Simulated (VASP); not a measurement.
The system is ScInTeSe.

```
Sc In Te Se
1.0
    -2.66313    3.12405    3.86562
     2.66313   -3.12405    3.86562
     2.66313    3.12405   -3.86562
Sc In Te Se
1 1 1 1
Direct
  0.50000 0.50000 0.00000
  0.00000 0.00000 0.00000
  0.50000 0.00000 0.50000
  0.00000 0.50000 0.50000
```

The cell was built by a generator and needn't be a form met in nature.

```yaml
Program: VASP 6.6.1
Task: relaxation of cell and atoms
Functional: PBE
Potentials_or_basis: VASP PAW PBE potentials, release 64 (Sc_sv, In_d, Te, Se)
Cutoff: 520 eV
k_mesh: 4 × 4 × 4
Occupations: gaussian, width 0.15 eV
Spin: no spin polarisation
```

At the start: pressure 2.0 GPa; volume 32.16 Å³/atom.

Task: Where does the relaxation end?

Result: Over 4 steps the energy falls by 114.6 meV/atom and the volume is 31.73 Å³/atom (-1.3 %); space group Immm (No. 71, to 0.05 Å).

Step by step:
| step | energy change (eV) | largest force (eV/Å) | pressure (GPa) | volume (Å³) |
| --- | --- | --- | --- | --- |
| 1 | 0.0000 | 0.0000 | 2.03 | 128.64 |
| 2 | -0.2737 | 0.0000 | -3.16 | 135.79 |
| 3 | -0.2777 | 0.0000 | -2.56 | 134.35 |
| 4 | -0.4582 | 0.0000 | 0.12 | 126.91 |

Final structure:
```
Sc In Te Se
1.0
    -2.88509    2.82786    3.88887
     2.88509   -2.82786    3.88887
     2.88509    2.82786   -3.88887
Sc In Te Se
1 1 1 1
Direct
  0.50000 0.50000 0.00000
  0.00000 0.00000 0.00000
  0.50000 0.00000 0.50000
  0.00000 0.50000 0.50000
```

Caveat: the k mesh is coarse (spacing up to 0.39 Å⁻¹), so the values aren't converged; the relaxation stopped at a loose force limit of 0.08 eV/Å, so its end isn't a converged minimum.
